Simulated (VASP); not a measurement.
Here is the system:

```
CELL_PARAMETERS angstrom
      3.75397    -1.91760     0.00000
      3.75397     1.91760     0.00000
      2.77442     0.00000     3.17365
ATOMIC_POSITIONS crystal
  As 0.22700 0.22700 0.22700
  As 0.77300 0.77300 0.77300
```

Method: PBE GGA, VASP's PBE PAW potentials (set 64) (plane waves; VASP 6.6.1). Run with EDIFF = 1E-4, 400 eV cut-off, 10×10×10 Γ-centred mesh, first-order Methfessel-Paxton smearing of 0.10 eV, potentials As.

Q: Give the force on each atom (eV/Å).

A: 
```
atom      Fx     Fy      Fz
----  ------  -----  ------
As1   -0.087  0.000  -0.027
As2    0.087  0.000   0.027
```

Q: Give the stress tensor in GPa (positive for a compressed cell).

A: 
```
-0.73   0.00   0.08
 0.00  -1.00   0.00
 0.08   0.00  -0.97
```
The pressure is its mean diagonal, -0.90 GPa.

The compound is As in the a7 structure. The cell was not relaxed at this level. The run is one of a series of settings (EDIFF = 1E-4 against the base run), some of them coarse on purpose.
